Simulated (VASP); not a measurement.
Data:

```yaml
crystal:
  lattice:
    - [1.67479, -2.90082, 0.00000]
    - [1.67479, 2.90082, 0.00000]
    - [0.00000, 0.00000, 5.21487]
  atoms:
    - { symbol: Sc, position: [0.33333, 0.66667, 0.25000] }
    - { symbol: Sc, position: [0.66667, 0.33333, 0.75000] }
```

Computed with revPBE GGA, VASP's PBE PAW potentials (set 64) (plane waves; VASP). Run with 520 eV cut-off, Gaussian smearing of 0.050 eV, potentials Sc_sv.

What does the run give for the band gap (along the path) with the smallest direct gap where there is one?

```json
{
  "band gap (along the path)": "none (metal, semimetal or under 0.01 eV)"
}
```

Total energies compare only between runs with the same potentials, cut-off and functional.

The compound is Sc in the hcp structure. It was relaxed first.
